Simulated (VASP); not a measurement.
Energy against volume of KBr (rock salt). All values below come from PBE0 hybrid, VASP's PBE PAW potentials (set 64) (plane waves; VASP). Run with 520 eV cut-off, 6×6×6 Γ-centred mesh, Gaussian smearing of 0.050 eV, potentials K_sv Br.

```json
[
 {"V (Å³/atom)": "35.423", "E (eV/atom)": "-3.83268"},
 {"V (Å³/atom)": "36.553", "E (eV/atom)": "-3.83591"},
 {"V (Å³/atom)": "37.684", "E (eV/atom)": "-3.83581"},
 {"V (Å³/atom)": "38.815", "E (eV/atom)": "-3.83292"}
]
```

Fit these four points and predict the energy of the run at 34.292 Å³/atom.

A cubic in V^(−2/3), the third-order Birch-Murnaghan form, passes through the four points with V0 = 37.07 Å³/atom and B0 = 14 GPa, and gives -3.8255 eV/atom there. The run gave -3.8255 eV/atom, +0.0 meV/atom from the fit; all five points give B0 = 14 GPa.

The compound is KBr in the rock salt structure. It was relaxed first. The cell's shape comes from a PBE relaxation.
